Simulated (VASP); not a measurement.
# Lattice vibrations of Mg (Magnesium), part 2 of 3

Aim: the phonon dispersion and thermal properties of Mg (Magnesium). The start is a cell from a database of measured crystal structures.

VASP 6.6.1; LDA; plane waves and PAW (Mg).

So far. Step 2 (Relax the host): The run ended after 6 ionic steps, 0.036 eV below its first step, once forces and stress met EDIFFG = -0.02. Step 3 (Relax the host again, on a new basis): The start already met the threshold, so nothing moved. The relaxed cell has a = 3.140, c = 5.014 Å (conventional setting).

## 4. Tight relaxation

Force constants are second derivatives, so residual forces and stress must first be far smaller than in an ordinary relaxation. Smearing differs from the relaxation before, which can move the cell too.

Contents of INCAR:

```
SYSTEM = Mg
PREC = Accurate
ENCUT = 350
EDIFF = 1E-08
NELM = 120
ISMEAR = 1
SIGMA = 0.2
LREAL = .FALSE.
ALGO = Fast
GGA = CA
NBANDS = 8
LORBIT = 11
LWAVE = .FALSE.
LCHARG = .FALSE.
KPAR = 4
IBRION = 1
NSW = 30
ISIF = 3
EDIFFG = -0.002
POTIM = 0.4
```

Contents of POSCAR:

```
Mg
1.0
    3.1399204343      0.0000000000      0.0000000000
   -1.5699602171      2.7192508620      0.0000000000
    0.0000000000      0.0000000000      5.0141218337
Mg
2
Direct
    0.6666666667      0.3333333333      0.7500000000
    0.3333333333      0.6666666667      0.2500000000
```

Contents of KPOINTS:

```
Automatic mesh
0
Gamma
12 12 7
0 0 0
```

The projector-augmented-wave data sets are Mg (LDA family, release 64).

Launch:

```sh
> mpirun -np 4 vasp_std
```

Output:

```text
[... set-up lines as in an earlier step ...]
 entering main loop
       N       E                     dE             d eps       ncg     rms          rms(c)
DAV:   1    -0.195610238763E+01   -0.19561E+01   -0.10972E+03  1224   0.262E+02
DAV:   2    -0.363453847000E+01   -0.16784E+01   -0.16202E+01  1696   0.181E+01
DAV:   3    -0.364311951753E+01   -0.85810E-02   -0.85787E-02  1608   0.164E+00
DAV:   4    -0.364313708027E+01   -0.17563E-04   -0.17563E-04  1792   0.619E-02
DAV:   5    -0.364313710289E+01   -0.22622E-07   -0.22493E-07  1608   0.157E-03    0.943E-01
RMM:   6    -0.363135769232E+01    0.11779E-01   -0.43526E-04  1216   0.142E-01    0.599E-01
RMM:   7    -0.362206176992E+01    0.92959E-02   -0.16735E-03  1216   0.282E-01    0.294E-02
RMM:   8    -0.362206068605E+01    0.10839E-05   -0.82200E-05  1216   0.649E-02    0.677E-03
RMM:   9    -0.362206023236E+01    0.45368E-06   -0.54947E-06  1216   0.167E-02    0.509E-04
RMM:  10    -0.362206029724E+01   -0.64874E-07   -0.80919E-07  1216   0.586E-03    0.329E-04
RMM:  11    -0.362206030905E+01   -0.11810E-07   -0.14994E-07  1212   0.271E-03    0.114E-04
RMM:  12    -0.362206031097E+01   -0.19239E-08   -0.25686E-08  1121   0.104E-03
   1 F= -.36220603E+01 E0= -.36221210E+01  d E =-.362206E+01
 BRION: g(F)=  0.819E-53 g(S)=  0.812E-05
 bond charge predicted
       N       E                     dE             d eps       ncg     rms          rms(c)
DAV:   1    -0.362206732725E+01   -0.70182E-05   -0.14734E-05  1840   0.162E-02    0.153E-03
RMM:   2    -0.362206729926E+01    0.27985E-07   -0.50409E-08  1145   0.145E-03    0.948E-04
RMM:   3    -0.362206727749E+01    0.21773E-07   -0.11347E-08  1041   0.513E-04    0.243E-05
RMM:   4    -0.362206727771E+01   -0.21896E-09   -0.58276E-10   696   0.156E-04
   2 F= -.36220673E+01 E0= -.36221187E+01  d E =-.696673E-05
 BRION: g(F)=  0.270E-53 g(S)=  0.422E-05 retain N=  1 mean eig= 3.08
 eig:   3.082
 bond charge predicted
       N       E                     dE             d eps       ncg     rms          rms(c)
DAV:   1    -0.362207518066E+01   -0.79032E-05   -0.72713E-05  1600   0.355E-02    0.340E-03
RMM:   2    -0.362207504608E+01    0.13458E-06   -0.31976E-07  1216   0.363E-03    0.211E-03
RMM:   3    -0.362207494322E+01    0.10286E-06   -0.71455E-08  1214   0.129E-03    0.408E-05
RMM:   4    -0.362207494352E+01   -0.29667E-09   -0.40260E-09   832   0.393E-04
   3 F= -.36220749E+01 E0= -.36221060E+01  d E =-.766581E-05
 BRION: g(F)=  0.186E-52 g(S)=  0.264E-06 retain N=  1 mean eig= 3.44
 eig:   3.444
 reached required accuracy - stopping structural energy minimisation
```

Run time: 3 s. Hardware: 4 MPI ranks of Intel Xeon 6975P-C (Granite Rapids), shared host; peak memory 0.47 GiB.

From OUTCAR (step 4):

```text
 Found     76 irreducible k-points:

   NELECT =       4.0000    total number of electrons

 E-fermi :   2.7682

 k-point     1 :       0.0000    0.0000    0.0000
  band No.  band energies     occupation
      1      -4.3833      2.00000
      2       1.1567      2.00000
      3       1.7123      2.00000
      4      13.9782      0.00000
      5      13.9782      0.00000
      6      14.1283      0.00000
      7      14.1283      0.00000
      8      15.1384      0.00000

 k-point     2 :       0.0833    0.0000    0.0000
  band No.  band energies     occupation
      1      -4.2417      2.00000
      2       1.2845      2.00000
      3       1.8491      2.00000
      4      11.6818      0.00000
      5      12.7705      0.00000
      6      13.6413      0.00000
      7      15.5283      0.00000
      8      16.1202      0.00000

  Total       -0.0025021     -0.0025021      0.0010741     -0.0000000      0.0000000      0.0000000
  in kB       -0.0936007     -0.0936007      0.0401822     -0.0000000      0.0000000      0.0000000
  external PRESSURE =      -0.0490064 kB  Pullay stress =       0.0000000 kB

  energy-cutoff  :      350.00
  volume of cell :       42.83
      direct lattice vectors                 reciprocal lattice vectors
     3.138727468 -0.000000000 -0.000000000     0.318600455  0.183944059 -0.000000000
    -1.569363734  2.718217723  0.000000000     0.000000000  0.367888117 -0.000000000
    -0.000000000  0.000000000  5.019905729    -0.000000000 -0.000000000  0.199206928

 POSITION                                       TOTAL-FORCE (eV/Angst)
 -----------------------------------------------------------------------------------
      1.56936      0.90607      3.76493         0.000000     -0.000000      0.000000
     -0.00000      1.81215      1.25498        -0.000000      0.000000      0.000000
 -----------------------------------------------------------------------------------
    total drift:                                0.000000     -0.000000      0.000000

  FREE ENERGIE OF THE ION-ELECTRON SYSTEM (eV)
  ---------------------------------------------------
  free  energy   TOTEN  =        -3.6220749435 eV

  energy  without entropy=       -3.6221679768  energy(sigma->0) =       -3.62210595

 total charge
# of ion       s       p       d       tot
------------------------------------------
    1        0.220   0.144   0.013   0.377
    2        0.220   0.144   0.013   0.377
--------------------------------------------------
tot          0.441   0.287   0.026   0.755

[... 9 parts as in an earlier step ...]

[... 5 further parts left out ...]
```

CONTCAR:

```
Mg
   1.00000000000000
     3.1387274678236423   -0.0000000000000221   -0.0000000000000000
    -1.5693637338618596    2.7182177227255835    0.0000000000000000
    -0.0000000000000000    0.0000000000000000    5.0199057287823621
  Mg
     2
Direct
     0.6666666667000030    0.3333333332999970    0.7500000000000000
     0.3333333332999970    0.6666666667000030    0.2500000000000000
```

Step by step:

```
step  energy less that of the first step (eV)  largest force (eV/Å)  pressure (GPa)  volume (Å³)
   1                                   0.0000                0.0000            0.01        42.81
   2                                   0.0000                0.0000            0.00        42.82
   3                                   0.0000                0.0000            0.00        42.83
```

```
conventional cell, symmetrised  before  after  change
                         a (Å)   3.140  3.139  -0.0 %
                         b (Å)   3.140  3.139  -0.0 %
                         c (Å)   5.014  5.020  +0.1 %
              volume (Å³/atom)   21.41  21.41  +0.0 %
```

Final coordinates:

```xyz
2
Lattice="3.1387 0.0000 0.0000 -1.5694 2.7182 0.0000 0.0000 0.0000 5.0199" Properties=species:S:1:pos:R:3 pbc="T T T"
Mg    1.5694    0.9061    3.7649
Mg    0.0000    1.8121    1.2550
```

This step gave:

```
electronic cycles : 20
Fermi energy      : 2.768 eV
pressure          : -0.004901 GPa
```

The run ended after 3 ionic steps, 0.000 eV below its first step, once forces and stress met EDIFFG = -0.002.

## 5. Force constants in the supercell

System of this step: Mg (Magnesium). It takes space group P6_3/mmc (No. 194, hexagonal). Conventional cell: a = 3.139 Å, b = 3.139 Å, c = 5.020 Å, α = 90.00°, β = 90.00°, γ = 120.00°. Mg has 12 Mg at 3.10 to 3.14 Å nearest.

Each independent atom is moved by 0.015 Å both ways; the forces give the force constants out to half the supercell.

Contents of INCAR:

```
SYSTEM = Mg
PREC = Accurate
ENCUT = 350
EDIFF = 1E-07
NELM = 120
ISMEAR = 1
SIGMA = 0.2
LREAL = Auto
ALGO = Fast
GGA = CA
NBANDS = 64
LWAVE = .FALSE.
LCHARG = .FALSE.
KPAR = 4
IBRION = 6
NSW = 1
NFREE = 2
POTIM = 0.015
ISIF = 0
ADDGRID = .TRUE.
```

Contents of POSCAR:

```
Mg
1.0
    9.4161824034      0.0000000000      0.0000000000
   -4.7080912017      8.1546531681      0.0000000000
    0.0000000000      0.0000000000     10.0398114576
Mg
36
Direct
    0.2222222222      0.1111111111      0.3750000000
    0.2222222222      0.1111111111      0.8750000000
    0.2222222222      0.4444444444      0.3750000000
    0.2222222222      0.4444444444      0.8750000000
    0.2222222222      0.7777777778      0.3750000000
    0.2222222222      0.7777777778      0.8750000000
    0.5555555556      0.1111111111      0.3750000000
    0.5555555556      0.1111111111      0.8750000000
    0.5555555556      0.4444444444      0.3750000000
    0.5555555556      0.4444444444      0.8750000000
    0.5555555556      0.7777777778      0.3750000000
    0.5555555556      0.7777777778      0.8750000000
    0.8888888889      0.1111111111      0.3750000000
    0.8888888889      0.1111111111      0.8750000000
    0.8888888889      0.4444444444      0.3750000000
    0.8888888889      0.4444444444      0.8750000000
    0.8888888889      0.7777777778      0.3750000000
    0.8888888889      0.7777777778      0.8750000000
    0.1111111111      0.2222222222      0.1250000000
    0.1111111111      0.2222222222      0.6250000000
    0.1111111111      0.5555555556      0.1250000000
    0.1111111111      0.5555555556      0.6250000000
    0.1111111111      0.8888888889      0.1250000000
    0.1111111111      0.8888888889      0.6250000000
    0.4444444444      0.2222222222      0.1250000000
    0.4444444444      0.2222222222      0.6250000000
    0.4444444444      0.5555555556      0.1250000000
    0.4444444444      0.5555555556      0.6250000000
    0.4444444444      0.8888888889      0.1250000000
    0.4444444444      0.8888888889      0.6250000000
    0.7777777778      0.2222222222      0.1250000000
    0.7777777778      0.2222222222      0.6250000000
    0.7777777778      0.5555555556      0.1250000000
    0.7777777778      0.5555555556      0.6250000000
    0.7777777778      0.8888888889      0.1250000000
    0.7777777778      0.8888888889      0.6250000000
```

Contents of KPOINTS:

```
Automatic mesh
0
Gamma
4 4 3
0 0 0
```

Launch:

```sh
> mpirun -np 4 vasp_std
```

Output:

```text
[banner, memory and clock lines left out]
running    4 mpi-ranks, on    1 nodes
 distrk:  each k-point on    1 cores,    4 groups
 distr:  one band on    1 cores,    1 groups

 POSCAR found type information on POSCAR Mg
 POSCAR found :  1 types and      36 ions
 LDA part: xc-table for (Slater(with rela. corr.)+CA(PZ))
 , standard interpolation
 POSCAR, INCAR and KPOINTS ok, starting setup
 FFT: planning ... GRIDC
 FFT: planning ... GRID_SOFT
 FFT: planning ... GRID
 WAVECAR not read
 entering main loop
       N       E                     dE             d eps       ncg     rms          rms(c)
DAV:   1     0.391876730573E+02    0.39188E+02   -0.16744E+04  1024   0.608E+02
DAV:   2    -0.604631881170E+02   -0.99651E+02   -0.92447E+02  1200   0.822E+01
DAV:   3    -0.655531289726E+02   -0.50899E+01   -0.48841E+01  1304   0.148E+01
DAV:   4    -0.656285567471E+02   -0.75428E-01   -0.75085E-01  1208   0.198E+00
DAV:   5    -0.656293534336E+02   -0.79669E-03   -0.79636E-03  1264   0.223E-01    0.398E+00
RMM:   6    -0.654181847296E+02    0.21117E+00   -0.86465E-03  1024   0.321E-01    0.253E+00
RMM:   7    -0.652519492357E+02    0.16624E+00   -0.31752E-02  1024   0.631E-01    0.118E-01
RMM:   8    -0.652518258426E+02    0.12339E-03   -0.17821E-03  1024   0.156E-01    0.231E-02
RMM:   9    -0.652518213570E+02    0.44856E-05   -0.12500E-04  1029   0.407E-02    0.281E-03
RMM:  10    -0.652518230756E+02   -0.17186E-05   -0.22555E-05  1029   0.157E-02    0.171E-03
RMM:  11    -0.652518234752E+02   -0.39958E-06   -0.44821E-06  1023   0.738E-03    0.784E-04
RMM:  12    -0.652518235660E+02   -0.90847E-07   -0.93219E-07   949   0.316E-03
   1 F= -.65251824E+02 E0= -.65239362E+02  d E =-.373852E-01
 Found     2 degrees of freedom:
 Finite differences POTIM= 0.01500 DOF=   2
 bond charge predicted
       N       E                     dE             d eps       ncg     rms          rms(c)
DAV:   1    -0.652514982873E+02    0.32519E-03   -0.99282E-03  2864   0.291E-01    0.181E-02
RMM:   2    -0.652514954139E+02    0.28734E-05   -0.24943E-04  2560   0.443E-02    0.922E-03
RMM:   3    -0.652514958847E+02   -0.47082E-06   -0.32022E-05  2560   0.164E-02    0.454E-03
RMM:   4    -0.652514963141E+02   -0.42939E-06   -0.50194E-06  2560   0.653E-03    0.146E-03
RMM:   5    -0.652514963904E+02   -0.76334E-07   -0.74159E-07  2477   0.290E-03
   2 F= -.65251496E+02 E0= -.65239035E+02  d E =-.373828E-01
[...]
3 F= -.65251496E+02 E0= -.65239035E+02  d E =-.373828E-01
[...]
4 F= -.65251465E+02 E0= -.65239004E+02  d E =-.373853E-01
 Finite differences progress:
  Degree of freedom:   2/  2
  Displacement:        1/  2
  Total:               3/  4
 bond charge predicted
       N       E                     dE             d eps       ncg     rms          rms(c)
DAV:   1    -0.652514913052E+02   -0.25962E-04   -0.37590E-02  1200   0.544E-01    0.367E-02
RMM:   2    -0.652514653050E+02    0.26000E-04   -0.88650E-04  1152   0.832E-02    0.188E-02
RMM:   3    -0.652514639068E+02    0.13981E-05   -0.11442E-04  1152   0.305E-02    0.972E-03
RMM:   4    -0.652514649677E+02   -0.10609E-05   -0.19448E-05  1152   0.121E-02    0.351E-03
RMM:   5    -0.652514652730E+02   -0.30528E-06   -0.26217E-06  1151   0.535E-03    0.790E-04
RMM:   6    -0.652514653043E+02   -0.31342E-07   -0.46237E-07  1054   0.223E-03
   5 F= -.65251465E+02 E0= -.65239004E+02  d E =-.373853E-01
 Finite differences progress:
  Degree of freedom:   2/  2
  Displacement:        2/  2
  Total:               4/  4
```

Wall time 3.5 min (4 MPI ranks); peak memory 4.1 GiB.

(Continued in part 3 of 3.)

[Lines on the potential files, build, host, timing and source positions are cut from VASP's logs without a mark.]

[Logs are printed without paths, hosts, clocks, repeated set-up lines and the standing remarks that a program may print on its own settings, such as how far it seeks lower states.]

[Hosts, paths, dates, database ids (printed as entryN), source tags and the programs' standing remarks are cut or masked in the printed files.]

[Runs that stopped without an error message from VASP are left out.]
